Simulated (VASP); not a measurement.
Consider the following.

```
CELL_PARAMETERS angstrom
      0.00000     1.78271     1.78271
      1.78271     0.00000     1.78271
      1.78271     1.78271     0.00000
ATOMIC_POSITIONS crystal
  C  0.00000 0.00000 0.00000
  C  0.25000 0.25000 0.25000
```

Level of theory: PBE GGA with D3 dispersion (zero damping), VASP's PBE PAW potentials (set 64) (plane waves; VASP). Numerical set-up: 520 eV cut-off, 14×14×14 Γ-centred mesh, tetrahedra with Blöchl corrections, potentials C.

Q: Estimate the energy per atom (σ→0).

A: 
```yaml
energy per atom (σ→0): -9.201 eV/atom
```

The compound is C in the diamond structure. It was relaxed first.
